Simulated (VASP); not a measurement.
Energy against volume of Si (diamond). Calculation: PBE GGA with D3 dispersion (zero damping), VASP's PBE PAW potentials (set 64) (plane waves; VASP). Numerical set-up: 520 eV cut-off, 8×8×8 Γ-centred mesh, Gaussian smearing of 0.050 eV, potentials Si.

```json
[
 {"V (Å³/atom)": "19.054", "E (eV/atom)": "-5.54619"},
 {"V (Å³/atom)": "19.662", "E (eV/atom)": "-5.56363"},
 {"V (Å³/atom)": "20.270", "E (eV/atom)": "-5.56906"},
 {"V (Å³/atom)": "20.878", "E (eV/atom)": "-5.56434"}
]
```

**Question.** Fit these four points and predict the energy of the run at 21.487 Å³/atom.

**Answer.** A cubic in V^(−2/3), the third-order Birch-Murnaghan form, passes through the four points with V0 = 20.27 Å³/atom and B0 = 89 GPa, and gives -5.5510 eV/atom there. The run gave -5.5511 eV/atom, -0.1 meV/atom from the fit; all five points give B0 = 89 GPa.

The compound is Si in the diamond structure. It was relaxed first.
